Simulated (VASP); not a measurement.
# AlBrF₂: harmonic vibrations of a molecule

AlBrF₂, molecule in box, 4 atoms in the cell. PBE, harmonic vibrations; PAW potentials F, Al, Br (PBE set).

## Input

INCAR.step1:
```
SYSTEM = AlBrF2
PREC = Accurate ; ENCUT = 400
EDIFF = 1E-8 ; ISMEAR = 0
SIGMA = 0.01 ; ISYM = 0
LREAL = .FALSE. ; LASPH = .TRUE.
NELM = 100 ; ALGO = Normal
LWAVE = .FALSE. ; LCHARG = .FALSE.
IBRION = 2 ; NSW = 60
ISIF = 2 ; EDIFFG = -0.002
POTIM = 0.5
```

INCAR.step2, as INCAR.step1 but for:
```
- IBRION = 2
- NSW = 60
- ISIF = 2
- EDIFFG = -0.002
- POTIM = 0.5
+ IBRION = 5
+ NFREE = 2
+ POTIM = 0.015
+ NSW = 1
```

KPOINTS:
```
k-points
0
Gamma
  1 1 1
```

POSCAR.step1:
```
AlBrF2
1.0
   12.0000000000      0.0000000000      0.0000000000
    0.0000000000     12.0000000000      0.0000000000
    0.0000000000      0.0000000000     12.0000000000
F Al Br
2 1 1
Direct
    0.6049166700      0.5761458300      0.5938541700
    0.5318000000      0.3842875000      0.4812875000
    0.5217666700      0.5180708300      0.5033125000
    0.3972500000      0.6192125000      0.4118125000
```

Commands (each step's output is kept before the next begins):
```
cat potpaw_PBE.64/F/POTCAR potpaw_PBE.64/Al/POTCAR potpaw_PBE.64/Br/POTCAR > POTCAR
cp INCAR.step1 INCAR
cp POSCAR.step1 POSCAR
mpirun -np 4 vasp_gam > vasp.out
cp CONTCAR POSCAR
cp INCAR.step2 INCAR
mpirun -np 4 vasp_gam > vasp.out
```

## Result

- Vibrations (cm⁻¹; a negative value is imaginary): 907, 784, 399, 240, 206, 155
- Zero-point energy (eV): 0.167
- Translations and rotations, which should read zero (cm⁻¹): -28, -16, -8, 2, 5, 6
- Vibrational entropy at 298 K (meV/K): 0.339
- Displaced cells: 24
- Ionic steps, all stages: 35
- Electronic steps, all stages: 662

VASP 6.6.1 took 527 s on 4 cores (Intel Xeon Platinum 8488C (Sapphire Rapids)), a shared host.
